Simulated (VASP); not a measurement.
Here is the system:

```
CELL_PARAMETERS angstrom
      4.14821     2.06946     2.06946
      2.06946     4.14821     2.06946
      2.06946     2.06946     4.14821
ATOMIC_POSITIONS crystal
  Ni 0.00000 0.00000 0.00000
  Ni 0.50000 0.50000 0.50000
  O  0.25000 0.25000 0.25000
  O  0.75000 0.75000 0.75000
```
Starting moments (μB, in the order of the record's atoms Ni Ni O O): 1.6 -1.6 0.0 0.0.

All values below come from MS2 meta-GGA, VASP's PBE PAW potentials (set 64) (plane waves; VASP 6.6.1). Settings: 520 eV cut-off, 10×10×10 Γ-centred mesh, tetrahedra with Blöchl corrections, potentials Ni O.

The cores are frozen, which limits the accuracy of field gradients.

**Question.** Give the principal components of the electric field gradient (V/Å²) and the asymmetry η at each nucleus.

**Answer.** 
```csv
atom,Vxx,Vyy,Vzz,η
Ni1,0.1,0.1,-0.1,-
Ni2,0.1,0.1,-0.1,-
O3,1.8,1.8,-3.6,0.00
O4,1.8,1.8,-3.6,0.00
```

The compound is NiO in the rock salt, AFM-II order structure. It was relaxed first.
